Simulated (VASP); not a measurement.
Input:

```xyz
2
Lattice="1.3687 -2.3707 0.0000 1.3687 2.3707 0.0000 0.0000 0.0000 4.3804" Properties=species:S:1:pos:R:3 pbc="T T T"
Tc     1.3687     0.7902     1.0951
Tc     1.3687    -0.7902     3.2853
```

These are rev-vdW-DF2, VASP's PBE PAW potentials (set 64) (plane waves; VASP) values and carry that method's errors. Numerical set-up: 520 eV cut-off, 17×17×9 Γ-centred mesh, tetrahedra with Blöchl corrections, potentials Tc_pv.

**Question.** Predict the energy per atom (σ→0), band gap (on the k-mesh) with the smallest direct gap where there is one.

**Answer.** 
```
Quantity                                                     Value
------------------------  ----------------------------------------
band gap (on the k-mesh)  none (metal, semimetal or under 0.01 eV)
energy per atom (σ→0)                               -7.914 eV/atom
```

Total energies compare only between runs with the same potentials, cut-off and functional.

The compound is Tc in the hcp structure. It was relaxed first.
